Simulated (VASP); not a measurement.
```yaml
crystal:
  lattice:
    - [1.83600, -3.18005, 0.00000]
    - [1.83600, 3.18005, 0.00000]
    - [0.00000, 0.00000, 5.69891]
  atoms:
    - { symbol: Tm, position: [0.33333, 0.66667, 0.25000] }
    - { symbol: Tm, position: [0.66667, 0.33333, 0.75000] }
```

Calculation: vdW-DF2, VASP's PBE PAW potentials (set 64) (plane waves; VASP). Numerical set-up: 520 eV cut-off, 12×12×7 Γ-centred mesh, first-order Methfessel-Paxton smearing of 0.10 eV, potentials Tm_3.

The 4f electrons are frozen in the core of the lanthanide potential, so 4f levels, which can set the real gap, and their magnetism are missing.

Problem. Give the stress tensor in GPa (positive for a compressed cell).

Solution. 
```
-2.23   0.00   0.00
 0.00  -2.23   0.00
 0.00   0.00  -2.19
```
The pressure is its mean diagonal, -2.22 GPa.

The compound is Tm in the hcp structure. This cell is one point of a volume scan, at 1.06 of the reference volume.
